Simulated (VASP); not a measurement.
```
CELL_PARAMETERS angstrom
      3.98440     0.00000     0.00000
      0.00000     3.98440     0.00000
      0.00000     0.00000     2.59212
ATOMIC_POSITIONS crystal
  Si 0.00000 0.00000 0.00000
  Si 0.50000 0.50000 0.50000
  O  0.30237 0.30237 0.00000
  O  0.80237 0.19763 0.50000
  O  0.19763 0.80237 0.50000
  O  0.69763 0.69763 0.00000
```

Method: LDA (Ceperley-Alder, Perdew-Zunger), VASP's LDA PAW potentials (set 64) (plane waves; VASP). Settings: 620 eV cut-off, 6×6×9 Γ-centred mesh, Gaussian smearing of 0.050 eV, potentials Si O.

Predict the energy per atom (σ→0), pressure, band gap (on the k-mesh) with the smallest direct gap where there is one.

```
Item                                          Value
-----------------------------------  --------------
band gap (on the k-mesh)                    6.59 eV
smallest direct gap (on the k-mesh)         6.59 eV
energy per atom (σ→0)                -8.559 eV/atom
pressure                                  44.98 GPa
```

Only differences to runs with the same potentials and settings are physical.

The compound is SiO2 in the rutile structure, stishovite, a high-pressure form. It was relaxed first under an external pressure of 45 GPa.
